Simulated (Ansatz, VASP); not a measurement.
**One calculation of AgB, two programs**

```
CELL_PARAMETERS angstrom
3.08207 0.00000 0.00000
0.00000 3.08207 0.00000
0.00000 0.00000 23.80000
ATOMIC_POSITIONS crystal
Ag 0.00000 0.00000 0.29412
B 0.50000 0.50000 0.29412
```

Alike in both runs: functional PBE; k mesh 10 × 10 × 1; occupations gaussian, width 0.02 eV; no spin polarisation.

Ansatz relaxed the structure, and its values are those at the end. VASP's run is a single point on that final structure, the one shown.

```csv
,VASP,Ansatz
version,VASP 6.6.1,Ansatz 0.2.0
potentials or method,"VASP PAW PBE potentials, release 64 (Ag, B)","scalar-relativistic, plane waves, PAW"
plane-wave cutoff (eV),520,420
valence electrons in the cell,14,22
```

```csv
,VASP,Ansatz,Ansatz less VASP
gap on the k mesh at the Fermi level (eV),0.24,0.24,0.000
least direct gap on the mesh (eV),0.90,0.90,+0.003
```

The two sets of potentials don't hold the same shells in valence. Ansatz warned: «xc_potential_rough_in_thin_density».
